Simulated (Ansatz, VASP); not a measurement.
# Bi2Te9O21: VASP beside Ansatz

Wanted: the spread between two codes on one cell, functional and k mesh. The structure shown is frame 132 of Ansatz's trajectory.

Program: Ansatz 0.2.0. Level of theory: plane waves, with VASP 6.6.1 beside it; single point at PBE with D3(BJ). Results are calculated unless marked as measured.

## (1) Starting point

The cell holds 96 atoms: 6 Bi, 63 O and 27 Te. Its edges and angles: a = 11.745 Å, b = 11.745 Å, c = 11.745 Å, α = 90.0°, β = 90.0°, γ = 90.0°. As first built, before any earlier steps moved the atoms (in the runner's words): 96 atoms (6 Bi, 63 O, 27 Te) packed at random in a cube at 5.85 g/cm^3 and pushed apart as soft spheres, cations and anions kept from their own kind; a start for melting by ab initio MD, not an equilibrated structure. The density is a measured one.

## (2) Ansatz: dynamics, PBE with D3(BJ)

Ansatz runs on its default PAW (the set named soft_2) files.

One frame of this run of dynamics is then solved in both programs, so the motion causes no difference.

Input file input.yaml:

```yaml
crystal:
  lattice:
    - [11.7445, 0.0, 0.0]
    - [0.0, 11.7445, 0.0]
    - [0.0, 0.0, 11.7445]
  atoms:
    - { symbol: Bi, position: [0.50884, 0.85963, 0.88916] }
    - { symbol: Bi, position: [0.04833, 0.67118, 0.34811] }
    - { symbol: Bi, position: [0.3209, 0.36988, 0.09117] }
    - { symbol: Bi, position: [0.27377, 0.80663, 0.11401] }
    - { symbol: Bi, position: [0.96279, 0.27973, 0.23876] }
    - { symbol: Bi, position: [0.22216, 0.59103, 0.68573] }
    - { symbol: O, position: [0.35485, 0.45889, 0.88555] }
    - { symbol: O, position: [0.23494, 0.58716, 0.06827] }
    - { symbol: O, position: [0.47461, 0.53492, 0.72194] }
    - { symbol: O, position: [0.82024, 0.80457, 0.84157] }
    - { symbol: O, position: [0.64274, 0.82914, 0.2985] }
    - { symbol: O, position: [0.52633, 0.47987, 0.50171] }
    - { symbol: O, position: [0.07619, 0.92498, 0.88882] }
    - { symbol: O, position: [0.32147, 0.84278, 0.96844] }
    - { symbol: O, position: [0.44952, 0.2219, 0.98015] }
    - { symbol: O, position: [0.92313, 0.94687, 0.04732] }
    - { symbol: O, position: [0.58435, 0.22327, 0.50343] }
    - { symbol: O, position: [0.07784, 0.1938, 0.77664] }
    - { symbol: O, position: [0.91203, 0.96301, 0.26538] }
    - { symbol: O, position: [0.19529, 0.13603, 0.99357] }
    - { symbol: O, position: [0.48206, 0.6411, 0.31381] }
    - { symbol: O, position: [0.10268, 0.11928, 0.28886] }
    - { symbol: O, position: [0.40704, 0.18893, 0.71557] }
    - { symbol: O, position: [0.77898, 0.44679, 0.2943] }
    - { symbol: O, position: [0.37118, 0.73713, 0.7435] }
    - { symbol: O, position: [0.62119, 0.94151, 0.75087] }
    - { symbol: O, position: [0.44647, 0.65096, 0.05398] }
    - { symbol: O, position: [0.70319, 0.73041, 0.5004] }
    - { symbol: O, position: [0.63843, 0.58907, 0.15444] }
    - { symbol: O, position: [0.99182, 0.70659, 0.00308] }
[... 60 atom lines left out ...]
    - { symbol: Te, position: [0.60549, 0.5297, 0.30644] }
    - { symbol: Te, position: [0.09916, 0.41242, 0.50139] }
    - { symbol: Te, position: [0.48065, 0.68524, 0.63869] }
    - { symbol: Te, position: [0.81132, 0.28876, 0.57389] }
    - { symbol: Te, position: [0.90434, 0.66589, 0.8039] }
    - { symbol: Te, position: [0.49822, 0.14631, 0.84696] }
kpoints:
  mp_grid: { grid: [1, 1, 1] }
hamiltonian:
  xc: pbe
  dispersion: d3bj
scf:
  occupations: { method: fermi_dirac, width: 0.116 }
output:
  forces: true
  stress: true
md:
  timestep: 2
  n_steps: 310
  ensemble: nvt_nose_hoover
  temperature: 1350
  initial_velocities: maxwell_boltzmann
  seed: 1505
```

On the command line:

```bash
> ansatz run input.yaml --threads 32 --pin off --max-ram 92160MiB --backend cuda --events-out ev --progress --plain --runs-dir out --max-vram 78GiB
```

Numbers of over 12 decimals in the logs are rounded to 6 here.

The program printed:

```text
Warning: md: disabling space-group detection — thermal motion breaks the input geometry's symmetry, so no spatial operation reduces the k-mesh or symmetrises the density; time reversal is kept, so that k and −k are solved as one point where they differ and the mesh holds both, and exact exchange and, on two spinor components, a DFT+U term hold to it where the run has them: on two components no moment then forms, and  [...]
Warning: output.stress: scf.convergence.dr2_threshold = 9.6e-8 eV (the default of an md: trajectory) is looser than the 9.6e-9 eV advised for a printed stress (1e-10 eV for each atom of the cell: 96). What an SCF threshold leaves in a stress goes as its square root, and in the free energy as the threshold itself, and one threshold admits the most on a small cell: [figures from the program's tests cut] Set scf.convergence.dr2_threshold to 9.6e-9 eV or tighter [...]
band count auto-derived: 549 (N_el = 900.0; filled up to band 450; 546 by the electrons, moments and atoms)
Engine: ansatz 0.2.0, aarch64-unknown-linux-gnu
Pseudopotentials: kind: paw
Pseudopotential: Bi, paw, valence charge 15, recommended cutoff 420 eV (normal), Bi.paw.azcp
Pseudopotential: O, paw, valence charge 6, recommended cutoff 420 eV (normal), O.paw.azcp
Pseudopotential: Te, paw, valence charge 16, recommended cutoff 420 eV (normal), Te.paw.azcp
Functional definition: PBE
  parameter kappa = 0.804
  parameter beta = 0.066725
  exchange = pbe_x(kappa = kappa, mu = beta*pi^2/3)
  correlation = pbe_c(beta = beta)
[...]
Crystal: 96 atoms, lattice volume = 1619.957 Å³
Basis set: ecut = 420 eV, 31559 PW (Γ), exchange–correlation on 160×160×160 points (8 copies of the dense FFT grid, shifted against one another)
Bands: 549, of which v1, the nominal top of the filled ones, is band 450 counted from 1 (449 counted from 0)
Symmetry: 1 space group operations
k-points: 1
Non-local potential: Bi, projectors of the file, l = 0: 2, l = 1: 2, l = 2: 2, l = 3: 2
Non-local potential: O, projectors of the file, l = 0: 2, l = 1: 2, l = 2: 1
Non-local potential: Te, projectors of the file, l = 0: 2, l = 1: 2, l = 2: 2, l = 3: 2
PAW form: soft (Blöchl's): semilocal exchange-correlation on the pseudo side does not see the compensation charge
PAW one-centre angular grid: Bi, 590 points (default); XC on 64 Gauss nodes
PAW one-centre angular grid: O, 110 points (default); XC on 64 Gauss nodes
PAW one-centre angular grid: Te, 590 points (default); XC on 64 Gauss nodes
Initial density: superposition of atomic densities (neutral atoms: chi_scale 0, normalization atom), corrected by the library's trained network
Initial wavefunctions: pseudopotential atomic-orbital guess
[...]
Functional: x = pbe(κ = 0.804, μ = 0.219515), c = pbe(β = 0.066725)
SCF iter   1: F=—  HF=-298506.609874 eV  |F-HF|=—  |Δ(HF+E_count)|=         —  Δρ=8.07e-3  dr2=1.73e0  ethr=1.77e-3  ⟨swp⟩=6.0  Hψ=2289  notcnv=0  defer=6
preconditioner: auto → LDOS  [metal: Δε(μ)=0.063 eV  Ē_g=12.955 eV  σ=0.116 eV  W_gap=0.14  n_scr=436 (ndim 8)  ℏωp=23.2 eV  f_vac=0.126  D(μ)=11.18/eV (n_scr^D=32)  β→1.0]
SCF iter   2: F=—  HF=-298507.267799 eV  |F-HF|=—  |Δ(HF+E_count)|=   6.58e-1  Δρ=1.50e-2  dr2=7.08e0  ethr=1.92e-4  ⟨swp⟩=3.0  Hψ=1552  notcnv=0  defer=49  recentre
[...]
SCF 1 converged in 23 iterations: F = -298506.345286 eV  dr2 = 9.43e-8
[...]
md step    20: t =    40.00 fs  T =  1603.2 K  F+E_penalty+E_count = -298509.91307261 eV  E_kin = 19.686992 eV  conserved = -298489.78599949 eV  P_inst = 4.1549 GPa  (18 SCF iters)
[... from here on, the SCF cycles and remarks between the steps are left out ...]
md step    52: t =   104.00 fs  T =  1470.5 K  F+E_penalty+E_count = -298510.84207441 eV  E_kin = 18.056948 eV  conserved = -298489.79932359 eV  P_inst = 3.3211 GPa  (7 SCF iters)
md step    84: t =   168.00 fs  T =  1425.3 K  F+E_penalty+E_count = -298512.08133587 eV  E_kin = 17.502460 eV  conserved = -298489.79300495 eV  P_inst = 3.1384 GPa  (7 SCF iters)
md step   116: t =   232.00 fs  T =  1441.0 K  F+E_penalty+E_count = -298513.46444081 eV  E_kin = 17.695016 eV  conserved = -298489.81012445 eV  P_inst = 3.3068 GPa  (9 SCF iters)
md step   148: t =   296.00 fs  T =  1290.6 K  F+E_penalty+E_count = -298512.76956570 eV  E_kin = 15.847884 eV  conserved = -298489.79591023 eV  P_inst = 2.7395 GPa  (10 SCF iters)
md step   180: t =   360.00 fs  T =  1336.1 K  F+E_penalty+E_count = -298514.09331586 eV  E_kin = 16.407461 eV  conserved = -298489.80639970 eV  P_inst = 3.0508 GPa  (21 SCF iters)
md step   212: t =   424.00 fs  T =  1442.3 K  F+E_penalty+E_count = -298516.22109739 eV  E_kin = 17.711584 eV  conserved = -298489.80958618 eV  P_inst = 5.2150 GPa  (8 SCF iters)
md step   244: t =   488.00 fs  T =  1371.3 K  F+E_penalty+E_count = -298517.63864196 eV  E_kin = 16.839575 eV  conserved = -298489.81319349 eV  P_inst = 2.4460 GPa  (10 SCF iters)
md step   264: t =   528.00 fs  T =  1296.6 K  F+E_penalty+E_count = -298517.83098003 eV  E_kin = 15.922261 eV  conserved = -298489.80981427 eV  P_inst = 2.2616 GPa  (8 SCF iters)
md step   268: t =   536.00 fs  T =  1313.1 K  F+E_penalty+E_count = -298518.16381753 eV  E_kin = 16.125063 eV  conserved = -298489.81002984 eV  P_inst = 1.9775 GPa  (8 SCF iters)
md step   272: t =   544.00 fs  T =  1340.0 K  F+E_penalty+E_count = -298518.60605187 eV  E_kin = 16.455212 eV  conserved = -298489.81135203 eV  P_inst = 1.3478 GPa  (8 SCF iters)
md step   276: t =   552.00 fs  T =  1338.4 K  F+E_penalty+E_count = -298518.68333959 eV  E_kin = 16.434859 eV  conserved = -298489.81244806 eV  P_inst = 1.2233 GPa  (8 SCF iters)
md step   280: t =   560.00 fs  T =  1296.6 K  F+E_penalty+E_count = -298518.25141995 eV  E_kin = 15.921971 eV  conserved = -298489.81236036 eV  P_inst = 1.6656 GPa  (12 SCF iters)
md step   284: t =   568.00 fs  T =  1225.5 K  F+E_penalty+E_count = -298517.43799454 eV  E_kin = 15.049238 eV  conserved = -298489.81093200 eV  P_inst = 2.1645 GPa  (6 SCF iters)
md step   288: t =   576.00 fs  T =  1184.7 K  F+E_penalty+E_count = -298516.96290906 eV  E_kin = 14.548219 eV  conserved = -298489.80213805 eV  P_inst = 2.5677 GPa  (6 SCF iters)
md step   292: t =   584.00 fs  T =  1304.9 K  F+E_penalty+E_count = -298518.45818984 eV  E_kin = 16.023441 eV  conserved = -298489.81072263 eV  P_inst = 2.4604 GPa  (8 SCF iters)
md step   296: t =   592.00 fs  T =  1428.1 K  F+E_penalty+E_count = -298519.98799100 eV  E_kin = 17.536638 eV  conserved = -298489.82223893 eV  P_inst = 2.0682 GPa  (10 SCF iters)
md step   300: t =   600.00 fs  T =  1370.6 K  F+E_penalty+E_count = -298519.28490618 eV  E_kin = 16.830642 eV  conserved = -298489.81101934 eV  P_inst = 2.0693 GPa  (17 SCF iters)
md step   304: t =   608.00 fs  T =  1296.7 K  F+E_penalty+E_count = -298518.38892906 eV  E_kin = 15.922795 eV  conserved = -298489.80770104 eV  P_inst = 2.0739 GPa  (8 SCF iters)
md step   308: t =   616.00 fs  T =  1291.4 K  F+E_penalty+E_count = -298518.33938681 eV  E_kin = 15.858226 eV  conserved = -298489.81579854 eV  P_inst = 1.8589 GPa  (10 SCF iters)
md step   309: t =   618.00 fs  T =  1285.9 K  F+E_penalty+E_count = -298518.27072975 eV  E_kin = 15.789968 eV  conserved = -298489.81509873 eV  P_inst = 1.8272 GPa  (8 SCF iters)
md step   310: t =   620.00 fs  T =  1276.0 K  F+E_penalty+E_count = -298518.14781062 eV  E_kin = 15.669453 eV  conserved = -298489.81299943 eV  P_inst = 1.8130 GPa  (16 SCF iters)
SCF converged after 16 iterations
Free energy (F): -298518.147811 eV
Harris-Foulkes:  -298518.147811 eV  (|F-HF|=4.14e-8)
Internal energy: -298517.800884 eV  (E = F + TS)
E sigma→0 (E₀):  -298517.974347 eV
Entropy (-TS):   -0.346927 eV (-3.614 meV/atom)
Fermi energy:    8.238448 eV
--- Per-component energies (eV) ---
  E_band       = -9215.878665
  E_kinetic    = 17686.265329
  E_local      = -74805.548620  (includes V_loc(G=0)·N_el)
  E_nonlocal   = -1963.539145
  E_hartree    = 36832.984152
  E_xc         = -8894.273491
  E_vxc        = -9581.246046  (∫ρ·V_xc dr)
  E_paw        = -199813.681439  (= ΣΔE_a)
  E_vpaw       = -14217.923486  (= ΣTr[D̂ρ^β])
  E_aug_tail   = 0.142670  (compensation charges beyond the density's cutoff)
  E_ewald      = -67540.543390
  E_disp       = -19.606949  (pairwise vdW)
  E_smearing   = -0.346927  (= −TS)
  E_closure    = 0.000000  (closes the sum)
  Σ components = -298518.147811   (vs F -298518.147811, Δ=0.00e0)
--- Forces (eV/Å), atoms counted from 1 ---
[... 96 lines of forces left out ...]
  max |Σ_I F_I| component: 4.38e-5 eV/Å
--- Stress (GPa, compression-positive) ---
       -0.088781       0.147905       1.359793
        0.147904      -0.288749      -0.947688
        1.359793      -0.947688       2.684479
  P = ⅓ Tr σ = 0.7690 GPa (7.690 kbar)
--- MD trajectory: 310 steps, t = 0.0 → 620.0 fs ---
  final state: T = 1276.0 K   F+E_penalty+E_count = -298518.14781062 eV   E_kin = 15.669453 eV
  conserved energy: peak-to-peak 5.785e-2 eV (6.026e-4 eV/atom) over 620.0 fs
```

Reading the cycles: dr2 is the Hartree energy of the density residual (eV), the measure of convergence; HF is the Harris–Foulkes estimate of the energy, which meets the free energy F at convergence.

## (3) VASP: single point, PBE with D3(BJ)

The same cell, functional, mesh and smearing now go to VASP, with its own data sets.

Lines of VASP's logs that name or quote its potential files are left out, and so is its time.

Input file INCAR:

```
SYSTEM = Bi2Te9O21
PREC = Accurate
ENCUT = 520
EDIFF = 1E-06
NELM = 120
ISMEAR = -1
SIGMA = 0.116
LREAL = Auto
ALGO = Normal
GGA = PE
IVDW = 12
NBANDS = 384
LORBIT = 11
LWAVE = .FALSE.
LCHARG = .FALSE.
ISIF = 2
LASPH = .TRUE.
GGA_COMPAT = .FALSE.
EFERMI = MIDGAP
NCORE = 2
```

Input file POSCAR:

```
Bi2Te9O21
1.0
   11.7445000000      0.0000000000      0.0000000000
    0.0000000000     11.7445000000      0.0000000000
    0.0000000000      0.0000000000     11.7445000000
Bi O Te
6 63 27
Direct
    0.4526374047      0.8522287028      0.8732598237
    0.0470858700      0.6589467410      0.3537826217
    0.3546340840      0.3573587637      0.0464898463
    0.2724679637      0.7318319213      0.0895738431
    0.9315849972      0.2767252757      0.2119289880
    0.2291285282      0.5848695134      0.6948784537
    0.4102345779      0.4546809145      0.8868832219
    0.2262335561      0.5606028354      0.0436800204
    0.4630252459      0.5622206139      0.6699306058
    0.8157009664      0.8626165439      0.8248116139
    0.6619268594      0.9061262719      0.3185320788
    0.5410192005      0.5136872579      0.4794584699
    0.0521946443      0.8408191068      0.8496743156
    0.2592702967      0.7638469071      0.8878198306
    0.4711141385      0.2038400954      0.9890587083
    0.9485290987      0.9413768147      0.0406999021
    0.6079441441      0.3070373366      0.3890331645
    0.0992805143      0.2487973094      0.7594193027
    0.8742815786      0.9609604496      0.2376431521
    0.1237174848      0.0859977011      0.8936097748
    0.4505087488      0.6435352718      0.2931584997
    0.0739920814      0.1303588914      0.3085699689
    0.4380773979      0.2146536677      0.6462599515
    0.7988420112      0.4081059219      0.2587594193
    0.3926093065      0.7553322832      0.6993912044
    0.5957682319      0.8588701094      0.7078206820
    0.4557026693      0.7531184810      0.0505768658
    0.7435821023      0.8016518370      0.5359104262
    0.6678870961      0.6445570267      0.2204436119
    0.0306952190      0.6547745753      0.0506620120
[... 60 atom lines left out ...]
    0.5807824939      0.5058538039      0.3036314871
    0.1227808762      0.3851164375      0.5304610669
    0.5061092426      0.6942824301      0.5970454255
    0.7980756950      0.2728085487      0.5217761505
    0.9163438205      0.7177827919      0.8061645877
    0.4889948487      0.1777002001      0.8256630763
```

Input file KPOINTS:

```
Automatic mesh
0
Gamma
1 1 1
0 0 0
```

PAW data sets: Bi_d, O and Te (PBE family, release 64).

On the command line:

```bash
> mpirun -np 8 vasp_gam
```

The program printed:

```text
[banner, memory and clock lines left out]
running    8 mpi-ranks, on    1 nodes
[...]
LDA part: xc-table for (Slater+PW92), standard interpolation
 POSCAR, INCAR and KPOINTS ok, starting setup
[...]
entering main loop
       N       E                     dE             d eps       ncg     rms          rms(c)
DAV:   1     0.756274618784E+04    0.75627E+04   -0.33934E+05   768   0.169E+03
DAV:   2     0.567355257238E+03   -0.69954E+04   -0.66928E+04   880   0.425E+02
DAV:   3    -0.528779510313E+03   -0.10961E+04   -0.10500E+04   888   0.184E+02
DAV:   4    -0.613752351822E+03   -0.84973E+02   -0.83429E+02  1000   0.545E+01
[...]
DAV:  22    -0.487095065060E+03    0.39358E-05   -0.22738E-05   888   0.824E-03    0.183E-02
DAV:  23    -0.487095062707E+03    0.23527E-05   -0.49644E-06   744   0.487E-03    0.864E-03
DAV:  24    -0.487095062603E+03    0.10370E-06   -0.14512E-06   456   0.244E-03
   1 F= -.50666251E+03 E0= -.50637575E+03  d E =-.573525E+00
```

OUTCAR, selected parts (step 3):

```text
 Edisp (eV)  -19.56745

  Total       6.22900    31.88330    -0.80732    -8.52177     7.70328   -16.45078
  in kB       6.16063    31.53336    -0.79845    -8.42824     7.61873   -16.27022
  external pressure =       12.30 kB  Pullay stress =        0.00 kB

 POSITION                                       TOTAL-FORCE (eV/Angst)
 -----------------------------------------------------------------------------------
      5.31600     10.00900     10.25600         0.006742     -0.286043     -1.013206
      0.55300      7.73900      4.15500         1.748878      0.071875      1.664322
      4.16500      4.19700      0.54600        -1.182080      0.897540     -0.374589
      3.20000      8.59500      1.05200        -1.502052     -0.217461      0.337112
     10.94100      3.25000      2.48900        -0.627811     -1.178634      0.889715
      2.69100      6.86900      8.16100         0.585807     -0.116655      0.165258
      4.81800      5.34000     10.41600         0.088374     -0.559424     -1.046911
      2.65700      6.58400      0.51300         1.641214     -0.607055     -0.038018
      5.43800      6.60300      7.86800        -0.504043     -1.395545      1.757984
      9.58000     10.13100      9.68700         2.063259     -0.356258     -0.901394
      7.77400     10.64200      3.74100         1.604584     -0.924022      0.275493
[...]
5.35300     10.36400      5.87900        -0.418227     -0.838048      0.259980
      3.38300      2.16700      3.67000         1.120797      0.607784      0.661926
[...]
-----------------------------------------------------------------------------------
    total drift:                                0.028162      0.003972      0.018788

  FREE ENERGIE OF THE ION-ELECTRON SYSTEM (eV)
  ---------------------------------------------------
  free  energy   TOTEN  =      -506.6625080499 eV

  energy  without entropy=     -506.0889832625  energy(sigma->0) =     -506.37574566

[... 3 further parts left out ...]
[key lines of the parts left out:]
E-fermi :   4.5538
```

The run ends at a pressure of 1.23 GPa, with forces up to 3.8 eV/Å.

## (4) Comparison

Known differences besides the potentials themselves: the data sets hold 900 valence electrons in Ansatz (on its default PAW (the set named soft_2) files) and 630 in VASP; the cutoff is 420 eV in Ansatz and 520 eV in VASP (PREC = Accurate, projectors in real space). Total energies have different zeros and are not compared.

Forces on 10 of the 96 atoms, those with the largest forces and the largest differences (eV/Å; atoms numbered as in POSCAR):

```
atom         Ansatz x, y, z           VASP x, y, z
 O26  -0.651, -1.180, 1.012  -0.734, -1.366, 1.024
 O45  -2.597, 2.581, -0.350  -2.639, 2.618, -0.337
 O49    0.543, 2.330, 2.710    0.560, 2.429, 2.844
 O63  -3.131, 0.657, -0.829  -3.061, 0.642, -0.835
Te72  0.245, -2.568, -1.173  0.303, -2.745, -1.271
Te73   -1.017, 0.033, 0.450   -1.192, 0.062, 0.560
Te81  -3.133, 1.883, -0.450  -3.112, 1.895, -0.477
Te87   2.437, 1.558, -1.125   2.510, 1.739, -1.136
Te89    2.422, 0.404, 1.876    2.599, 0.485, 1.868
Te96  0.240, -1.888, -3.040  0.254, -1.882, -3.093
```

The forces differ by 58 meV/Å r.m.s., which is 5.2 % of the r.m.s. force of 1.117 eV/Å (both taken over all components).

## (5) What came out

- r.m.s. force difference (single point, PBE with D3(BJ)): 5.2 % of the r.m.s. force

**Reading.** The r.m.s. force difference is 5.2 % of the r.m.s. force (single point, PBE with D3(BJ)), beyond the 3 % picked in this series as the mark of a large difference. The data sets hold unlike numbers of valence electrons (900 in Ansatz and 630 in VASP), so part of the differences comes from the potentials. What causes the difference of the single point, PBE with D3(BJ) pair stays open here. 2 further runs of this series are not shown here. Such differences can come from data sets, numerical settings and the points named under the comparisons, not from the functional's error against experiment.

[Lines on the potential files, build, host, timing and source positions are cut from VASP's logs without a mark.]

[Logs are printed without paths, hosts, clocks, repeated set-up lines and the standing remarks that a program may print on its own settings, such as how far it seeks lower states.]

[Hosts, paths, dates, database ids (printed as entryN), source tags and the programs' standing remarks are cut or masked in the printed files.]
